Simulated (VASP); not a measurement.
Energy against volume of YN (rock salt). These are SCAN meta-GGA, VASP's PBE PAW potentials (set 64) (plane waves; VASP 6.6.1) values and carry that method's errors.

```csv
V (Å³/atom),E (eV/atom)
13.748,-20.56587
14.187,-20.58848
14.625,-20.59455
15.064,-20.58685
15.503,-20.56747
```

Problem. Fit a third-order Birch-Murnaghan equation of state.

Solution. 
```
Item                                             Result
---------------------------------------  --------------
volume per atom                          14.59 Å^3/atom
bulk modulus                                  1700 kbar
pressure derivative of the bulk modulus            4.82
lattice constant a                             488.7 pm
```

Measured: a 4.877 Å (computed value off by +0.2 %), as given by G. Soto et al., Computational Materials Science (2007), arXiv:cond-mat/0703568. The calculation is for a static lattice, while the measured a holds thermal and zero-point effects, which are part of the difference.

The compound is YN in the rock salt structure. It was relaxed first.
